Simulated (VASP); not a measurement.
# A VASP study of PbO (Litharge) (PBEsol): structure first, properties next, part 3 of 5

What structure does PbO (Litharge) take at this level, and what are its properties? The start is a cell from a database of measured crystal structures.

VASP 6.6.1, plane waves and PAW; the level of theory is named at each step.

So far, gap on the k-mesh (eV): step 2 (full relaxation (PBEsol)) 1.22. The relaxed cell has a = 3.990, c = 5.046 Å (conventional setting).

The database entry behind the starting cell differs from later determinations by our own check (an axis about 0.4 % long against later determinations), so it need not match the best structure at ambient conditions.

### Step 5. Density of states (PBEsol)

Level of this step: PBEsol; plane waves and PAW (Pb_d, O) (VASP).

Here the states are counted by energy and projected on the atoms. The mesh is finer than in the run before.

Input file INCAR:

```
SYSTEM = PbO
PREC = Accurate
ENCUT = 520
EDIFF = 1E-06
NELM = 100
ISMEAR = -5
SIGMA = 0.05
LREAL = .FALSE.
ALGO = Normal
GGA = PS
NBANDS = 34
LORBIT = 11
LWAVE = .FALSE.
LCHARG = .FALSE.
KPAR = 4
NEDOS = 2001
```

Input file POSCAR:

```
PbO
1.0
    3.9903219130      0.0000000000      0.0000000000
    0.0000000000      3.9903219130      0.0000000000
    0.0000000000      0.0000000000      5.0461551002
Pb O
2 2
Direct
    0.0000000000      0.5000000000      0.2347986345
    0.5000000000      0.0000000000      0.7652013655
    0.0000000000      0.0000000000      0.0000000000
    0.5000000000      0.5000000000      0.0000000000
```

Input file KPOINTS:

```
Automatic mesh
0
Gamma
8 8 7
0 0 0
```

PAW data sets: Pb_d and O (PBE family, release 64).

Launch:

```
$ mpirun -np 4 vasp_std
```

The log of the run:

```text
[... set-up lines as in an earlier step ...]
 entering main loop
       N       E                     dE             d eps       ncg     rms          rms(c)
DAV:   1     0.463192854651E+03    0.46319E+03   -0.18720E+04  4088   0.139E+03
DAV:   2     0.314606750238E+02   -0.43173E+03   -0.40369E+03  4152   0.393E+02
DAV:   3    -0.244119512336E+02   -0.55873E+02   -0.54174E+02  4902   0.154E+02
DAV:   4    -0.269011580887E+02   -0.24892E+01   -0.24801E+01  4918   0.338E+01
DAV:   5    -0.269866097258E+02   -0.85452E-01   -0.85434E-01  5584   0.660E+00    0.114E+01
DAV:   6    -0.231098927443E+02    0.38767E+01   -0.18393E+01  6248   0.311E+01    0.528E+00
DAV:   7    -0.229228420552E+02    0.18705E+00   -0.24106E+00  5038   0.946E+00    0.241E+00
DAV:   8    -0.228810725146E+02    0.41770E-01   -0.47627E-01  4680   0.376E+00    0.793E-01
DAV:   9    -0.228724751832E+02    0.85973E-02   -0.38937E-02  6450   0.134E+00    0.266E-01
DAV:  10    -0.228732630078E+02   -0.78782E-03   -0.93121E-03  5192   0.621E-01    0.750E-02
DAV:  11    -0.228730936055E+02    0.16940E-03   -0.11158E-03  6722   0.256E-01    0.490E-02
DAV:  12    -0.228730708387E+02    0.22767E-04   -0.15156E-04  6110   0.958E-02    0.131E-02
DAV:  13    -0.228730688125E+02    0.20262E-05   -0.29502E-05  5328   0.335E-02    0.648E-03
DAV:  14    -0.228730683985E+02    0.41395E-06   -0.27681E-06  4688   0.999E-03
   1 F= -.22873068E+02 E0= -.22873068E+02  d E =0.000000E+00
```

Wall time 34 s (4 MPI ranks of Intel Xeon 6975P-C (Granite Rapids), shared host); peak memory 1 GiB.

From OUTCAR (step 5):

```text
   k-points           NKPTS =     60   k-points in BZ     NKDIM =     60   number of bands    NBANDS=     34

   NELECT =      40.0000    total number of electrons

 E-fermi :   4.8644

 k-point     1 :       0.0000    0.0000    0.0000
  band No.  band energies     occupation
    ...
     16       0.5710      2.00000
     17       3.1680      2.00000
     18       3.1934      2.00000
     19       3.1934      2.00000
     20       4.8344      2.00000
     21       7.1148      0.00000
     22      10.1726      0.00000
     23      10.4947      0.00000
     24      10.4947      0.00000
     25      11.3689      0.00000
    ...

  Total        0.0013486      0.0013486      0.0256758      0.0000000      0.0000000      0.0000000
  in kB        0.0268907      0.0268907      0.5119860      0.0000000      0.0000000      0.0000000
  external PRESSURE =       0.1885891 kB  Pullay stress =       0.0000000 kB

 POSITION                                       TOTAL-FORCE (eV/Angst)
 -----------------------------------------------------------------------------------
      0.00000      1.99516      1.18483         0.000000      0.000000      0.009690
      1.99516      0.00000      3.86132        -0.000000     -0.000000     -0.009690
      0.00000      0.00000      0.00000         0.000000      0.000000      0.000000
      1.99516      1.99516      0.00000        -0.000000     -0.000000      0.000000
 -----------------------------------------------------------------------------------
    total drift:                                0.000000      0.000000      0.000000

  FREE ENERGIE OF THE ION-ELECTRON SYSTEM (eV)
  ---------------------------------------------------
  free  energy   TOTEN  =       -22.8730683985 eV

  energy  without entropy=      -22.8730683985  energy(sigma->0) =      -22.87306840

[... 8 parts as in an earlier step ...]

[... 8 further parts left out ...]
```

This step gave:

```yaml
irreducible_k_points: 60
fermi_energy: 4.864 eV
pressure: 0.01886 GPa
valence_top_at_k: 0.125, 0, 0
least_direct_gap_at_k: 0, 0, 0.1429
gap_on_the_k_mesh: 1.209 eV
least_direct_gap_on_the_k_mesh: 2.217 eV
```

The density of states has structure finer than the step of the table below, so its rows give means over 0.5 eV, whole bins alone (the curve runs from -12.0 to 7.95 eV). Peaks (eV: height): total -4.26: 3.88, -1.74: 4.11, -1.34: 6.54, 3.22: 3.72; O p -4.26: 1.71, -3.47: 1.65, -1.74: 2.16, -1.34: 3.76; Pb p -4.26: 0.503, 3.22: 0.693, 7.08: 1.50, 7.47: 1.39; Pb s -8.11: 1.93, -1.90: 0.305, -1.26: 0.411, 3.46: 0.398; O s -6.62: 0.085, 2.75: 0.103, 5.50: 0.0471, 6.84: 0.0492.

States under -12.0 eV and over 7.9 eV are left out. Density of states against energy, zero at the valence-band top; means over each step; values in states/eV/cell:

```tsv
energy (eV)	total	O p	Pb p	Pb s	O s
-9.0	0	0	0	0	0
-8.5	0.281	0.0307	0.00126	0.149	9.4e-4
-8.0	2.88	0.437	0.0182	1.52	0.0326
-7.5	2.17	0.320	0.0123	1.15	0.0669
-7.0	1.08	0.139	0.00887	0.565	0.0705
-6.5	0.814	0.0819	0.0119	0.423	0.0692
-6.0	0.419	0.0431	0.00739	0.223	0.0383
-5.5	0.224	0.0209	0.00405	0.123	0.0230
-5.0	0.136	0.0193	0.00609	0.0621	0.0123
-4.5	1.51	0.632	0.206	0.0267	0.00845
-4.0	2.95	1.34	0.376	0.0284	0.0123
-3.5	2.91	1.43	0.338	0.0135	0.0124
-3.0	1.40	0.746	0.138	0.00449	0.00880
-2.5	3.13	1.69	0.294	0.0458	0.0171
-2.0	3.66	1.89	0.336	0.216	0.0154
-1.5	4.26	2.45	0.293	0.231	0.00527
-1.0	2.82	1.47	0.226	0.267	0.00232
-0.5	1.01	0.470	0.0779	0.162	0.00163
0.0	0.303	0.143	0.0120	0.0659	4.4e-4
0.5	0	0	0	0	0
1.0	1.9e-4	0	4.5e-5	0	7.5e-6
1.5	0.0849	0.00448	0.0216	0.00174	0.00409
2.0	0.421	0.0347	0.0994	0.0284	0.0153
2.5	1.84	0.229	0.417	0.119	0.0707
3.0	3.14	0.536	0.626	0.263	0.0789
3.5	2.23	0.443	0.406	0.233	0.0365
4.0	0.790	0.116	0.201	0.0360	0.00843
4.5	1.32	0.186	0.360	0.0366	0.0216
5.0	1.67	0.228	0.462	0.0546	0.0304
5.5	2.14	0.255	0.693	0.0626	0.0408
6.0	1.81	0.206	0.688	0.0286	0.0262
6.5	1.87	0.251	0.715	0.0228	0.0263
7.0	3.44	0.540	1.40	0.0303	0.0376
7.5	2.77	0.505	1.10	0.0268	0.0174
```

The gap on this mesh is 1.21 eV. In the top eV of the valence band the largest shares in the PAW spheres are O p 47 %, Pb s 15 % and Pb p 8 %; in the lowest eV of the conduction band, Pb p 24 %, O p 8 % and Pb s 6 %. The rest lies in smaller channels or between the spheres.

### Step 6. Optical spectrum (PBEsol)

LOPTICS sums transitions from filled to empty bands. NBANDS is raised for it.

Input file INCAR:

```
SYSTEM = PbO
PREC = Accurate
ENCUT = 520
EDIFF = 1E-06
NELM = 100
ISMEAR = 0
SIGMA = 0.05
LREAL = .FALSE.
ALGO = Normal
GGA = PS
NBANDS = 52
LORBIT = 11
LWAVE = .FALSE.
LCHARG = .FALSE.
KPAR = 4
LOPTICS = .TRUE.
NEDOS = 1500
CSHIFT = 0.1
```

POSCAR is that of step 5.

KPOINTS is that of step 5.

Launch:

```
$ mpirun -np 4 vasp_std
```

The log of the run:

```text
[... set-up lines as in an earlier step ...]
 entering main loop
       N       E                     dE             d eps       ncg     rms          rms(c)
DAV:   1     0.484092388707E+03    0.48409E+03   -0.16216E+04  6600   0.911E+02
DAV:   2     0.460035425779E+02   -0.43809E+03   -0.38819E+03  6312   0.294E+02
DAV:   3    -0.239735437433E+02   -0.69977E+02   -0.67669E+02  6960   0.113E+02
DAV:   4    -0.269054624716E+02   -0.29319E+01   -0.29240E+01  7688   0.247E+01
DAV:   5    -0.269869198073E+02   -0.81457E-01   -0.81438E-01  8312   0.440E+00    0.114E+01
DAV:   6    -0.231668128282E+02    0.38201E+01   -0.13736E+01  9564   0.203E+01    0.540E+00
DAV:   7    -0.229277926029E+02    0.23902E+00   -0.19414E+00  7828   0.630E+00    0.231E+00
DAV:   8    -0.228771153439E+02    0.50677E-01   -0.38331E-01  7536   0.256E+00    0.687E-01
DAV:   9    -0.228731651155E+02    0.39502E-02   -0.14704E-02  8416   0.490E-01    0.256E-01
DAV:  10    -0.228732599666E+02   -0.94851E-04   -0.35419E-03  8504   0.376E-01    0.859E-02
DAV:  11    -0.228730606245E+02    0.19934E-03   -0.48732E-04  9236   0.167E-01    0.154E-02
DAV:  12    -0.228730737815E+02   -0.13157E-04   -0.46262E-05  8184   0.297E-02    0.136E-02
DAV:  13    -0.228730691835E+02    0.45979E-05   -0.18570E-05  8392   0.234E-02    0.736E-03
DAV:  14    -0.228730683504E+02    0.83311E-06   -0.18606E-06  7188   0.634E-03
   1 F= -.22873068E+02 E0= -.22873068E+02  d E =-.453090E-11
 optical routines
 imaginary and real dielectric function
 recalculating local potential from charge density
 direction            1
 direction            2
 direction            3
```

It took 42 s on 4 MPI ranks; peak memory 2 GiB; 2.4 min of CPU time.

OUTCAR, selected parts (step 6):

```text
   k-points           NKPTS =     60   k-points in BZ     NKDIM =     60   number of bands    NBANDS=     52

   NELECT =      40.0000    total number of electrons

 E-fermi :   5.0605

 k-point     1 :       0.0000    0.0000    0.0000
  band No.  band energies     occupation
    ...
     16       0.5712      2.00000
     17       3.1682      2.00000
     18       3.1936      2.00000
     19       3.1936      2.00000
     20       4.8345      2.00000
     21       7.1148      0.00000
     22      10.1726      0.00000
     23      10.4947      0.00000
     24      10.4947      0.00000
     25      11.3690      0.00000
    ...

  Total       -0.0019168     -0.0019168      0.0210642      0.0000000      0.0000000      0.0000000
  in kB       -0.0382223     -0.0382223      0.4200291      0.0000000      0.0000000      0.0000000
  external PRESSURE =       0.1145281 kB  Pullay stress =       0.0000000 kB

 POSITION                                       TOTAL-FORCE (eV/Angst)
 -----------------------------------------------------------------------------------
      0.00000      1.99516      1.18483         0.000000     -0.000000      0.009617
      1.99516      0.00000      3.86132         0.000000      0.000000     -0.009617
      0.00000      0.00000      0.00000         0.000000      0.000000      0.000000
      1.99516      1.99516      0.00000        -0.000000     -0.000000      0.000000
 -----------------------------------------------------------------------------------
    total drift:                                0.000000      0.000000      0.000000

  FREE ENERGIE OF THE ION-ELECTRON SYSTEM (eV)
  ---------------------------------------------------
  free  energy   TOTEN  =       -22.8730683504 eV

  energy  without entropy=      -22.8730683504  energy(sigma->0) =      -22.87306835

 plasma frequency squared (from intraband transitions) (eV^2)
  --------------------------------------------------------------------------------------
       0.000       0.000       0.000
       0.000       0.000       0.000
      -0.000       0.000       0.000

[... 9 parts as in an earlier step ...]

[... 7 further parts left out ...]
```

These are independent-particle spectra without excitons or local fields, and fine structure depends on the mesh and on CSHIFT.

Numbers from this step:

- bands: 52
- Fermi energy: 5.061 eV
- pressure: 0.01145 GPa

The imaginary dielectric function has structure finer than the step of the table below, so its rows give means over 1 eV, whole bins alone (the curve runs from 0 to 25.0 eV). Peaks (eV: height): xx 3.7: 13.8, 4.2: 14.5; zz 4.3: 14.5, 7.0: 6.41.

Table of imaginary dielectric function by photon energy; means over each step:

```tsv
photon energy (eV)	xx	zz
1	0.0740	0.0687
2	0.438	0.542
3	4.17	3.66
4	12.4	9.67
5	6.99	7.00
6	5.99	4.92
7	4.80	5.05
8	2.72	2.76
9	2.56	1.86
10	2.73	2.18
11	1.64	2.33
12	0.922	1.15
13	0.984	0.965
14	1.16	0.800
15	1.46	1.29
16	1.04	0.734
17	0.798	0.602
18	0.906	0.843
19	0.838	1.07
20	0.585	0.709
21	0.524	0.855
22	0.538	0.724
23	0.639	0.690
24	0.326	0.475
```

The real dielectric function by photon energy:

```tsv
photon energy (eV)	xx	zz
0.0	7.20	6.58
0.5	7.28	6.65
1.0	7.53	6.87
1.5	8.02	7.33
2.0	8.98	8.30
2.5	10.4	9.82
3.0	13.3	10.4
3.5	14.0	10.9
4.0	6.67	7.39
4.5	-0.0121	1.48
5.0	0.501	0.188
5.5	0.567	0.680
6.0	1.14	0.439
6.5	-0.117	1.44
7.0	-2.03	-0.483
7.5	-1.25	-0.442
8.0	-0.459	-1.25
8.5	0.00472	-0.204
9.0	-0.348	0.280
9.5	0.286	0.515
10.0	-0.195	0.814
10.5	-0.858	0.647
11.0	-0.632	-0.518
11.5	-0.618	-0.658
12.0	0.0222	-0.174
12.5	0.270	0.0893
13.0	0.488	0.152
13.5	0.442	0.271
14.0	0.812	0.653
14.5	0.677	1.03
15.0	0.206	0.326
15.5	0.117	0.0737
16.0	0.129	0.347
16.5	0.230	0.447
17.0	0.280	0.653
17.5	0.514	0.815
18.0	0.395	1.03
18.5	0.337	0.797
19.0	0.304	0.494
19.5	0.217	0.407
20.0	0.304	0.488
20.5	0.379	0.670
21.0	0.451	0.628
21.5	0.467	0.359
22.0	0.613	0.596
22.5	0.577	0.501
23.0	0.336	0.345
23.5	0.280	0.330
24.0	0.428	0.471
24.5	0.511	0.440
```

The mean of ε2 over directions passes 5 % of its top at 2.25 eV, against a least direct gap of 2.22 eV on this mesh, so absorption sets in close to the direct gap. The indirect gap (1.21 eV in the band run) doesn't show, since phonons are left out.

(Part 3 of 5 ends here.)

[Lines on the potential files, build, host, timing and source positions are cut from VASP's logs without a mark.]

[Logs are printed without paths, hosts, clocks, repeated set-up lines and the standing remarks that a program may print on its own settings, such as how far it seeks lower states.]

[Hosts, paths, dates, database ids (printed as entryN), source tags and the programs' standing remarks are cut or masked in the printed files.]

[A measured line is paired with the nearest computed mode of its activity, which favours agreement.]
